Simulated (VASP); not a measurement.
Level of theory: PBE GGA, VASP's PBE PAW potentials (set 64) (plane waves; VASP 6.6.1).

A VASP calculation is set up with these files.

### POSCAR
```
TiB2
1.0
  1.5453000000  -2.6765380000   0.0000000000
  1.5453000000   2.6765380000   0.0000000000
  0.0000000000   0.0000000000   3.2946000000
Ti B
1 2
Cartesian
  0.0000000000   0.0000000000   0.0000000000
  1.5453000000   0.8921811177   1.6473000000
  1.5453000000  -0.8921811177   1.6473000000
```

### INCAR
```
ALGO = Normal
PREC = Accurate
GGA = PE
SIGMA = 0.1   # width (eV)
ENCUT = 520
NELM = 100
SYSTEM = TiB2
LCHARG = .FALSE.
ISIF = 2   # forces and stress, cell fixed
EDIFF = 1E-6
LMAXMIX = 4   # l cut-off of mixed one-centre charges
LWAVE = .FALSE.
ISMEAR = 1   # Methfessel-Paxton
LREAL = .FALSE.   # projection in real space or not
LASPH = .TRUE.   # aspherical one-centre terms
```

File KPOINTS:
```
kpoints
0
gamma
9 9 7
```

POTCAR, in this order: Ti_sv B (PBE.64 set). Program: vasp_std.

The resulting files:

**OSZICAR**
```
       N       E                     dE             d eps       ncg     rms          rms(c)
DAV:   1     0.123287728291E+03    0.12329E+03   -0.93144E+03  1248   0.155E+03
DAV:   2    -0.193386973481E+02   -0.14263E+03   -0.13898E+03  1258   0.384E+02
DAV:   3    -0.290819483360E+02   -0.97433E+01   -0.95819E+01  1875   0.939E+01
DAV:   4    -0.294243677650E+02   -0.34242E+00   -0.33993E+00  1565   0.160E+01
DAV:   5    -0.294347258746E+02   -0.10358E-01   -0.10357E-01  1901   0.250E+00    0.155E+01
DAV:   6    -0.243563055223E+02    0.50784E+01   -0.28007E+01  1681   0.581E+01    0.371E+00
DAV:   7    -0.243671965761E+02   -0.10891E-01   -0.20633E+00  1451   0.168E+01    0.300E+00
DAV:   8    -0.243733754307E+02   -0.61789E-02   -0.21142E-01  1782   0.446E+00    0.869E-01
DAV:   9    -0.243626448563E+02    0.10731E-01   -0.96888E-02  1673   0.409E+00    0.290E-01
DAV:  10    -0.243617777685E+02    0.86709E-03   -0.60641E-03  1542   0.102E+00    0.609E-02
DAV:  11    -0.243618264767E+02   -0.48708E-04   -0.52511E-04  1864   0.282E-01    0.583E-02
DAV:  12    -0.243617905184E+02    0.35958E-04   -0.24127E-04  1668   0.204E-01    0.969E-03
DAV:  13    -0.243617888300E+02    0.16884E-05   -0.13315E-05  1558   0.471E-02    0.157E-03
DAV:  14    -0.243617888721E+02   -0.42123E-07   -0.27872E-07   684   0.640E-03
   1 F= -.24361789E+02 E0= -.24362037E+02  d E =0.744626E-03
```

OUTCAR:
```
------------------------ aborting loop because EDIFF is reached ----------------------------------------
  FORCE on cell =-STRESS in cart. coord.  units (eV):
  Direction    XX          YY          ZZ          XY          YZ          ZX
  --------------------------------------------------------------------------------------
  Total       -2.3296798     -2.3296796     -2.1675339      0.0000000     -0.0000000      0.0000000
  in kB     -136.9581603   -136.9581488   -127.4258605      0.0000000     -0.0000000      0.0000000
  external PRESSURE =    -133.7807232 kB  Pullay stress =       0.0000000 kB
  volume of cell :       27.25
      direct lattice vectors                 reciprocal lattice vectors
     1.545300000 -2.676538000  0.000000000     0.323561768 -0.186808482  0.000000000
     1.545300000  2.676538000  0.000000000     0.323561768  0.186808482  0.000000000
     0.000000000  0.000000000  3.294600000     0.000000000  0.000000000  0.303526984
 POSITION                                       TOTAL-FORCE (eV/Angst)
 -----------------------------------------------------------------------------------
      0.00000      0.00000      0.00000         0.000000      0.000000      0.000000
      1.54530      0.89218      1.64730         0.000000     -0.000000      0.000000
      1.54530     -0.89218      1.64730         0.000000      0.000000     -0.000000
 -----------------------------------------------------------------------------------
    total drift:                               -0.000000      0.000000      0.000000
  FREE ENERGIE OF THE ION-ELECTRON SYSTEM (eV)
  ---------------------------------------------------
  free  energy   TOTEN  =       -24.3617888721 eV

  energy  without entropy=      -24.3625334979  energy(sigma->0) =      -24.36203708
```
(Selected blocks of OUTCAR.)

The compound is TiB2 in the AlB2 type structure. The cell was not relaxed at this level.
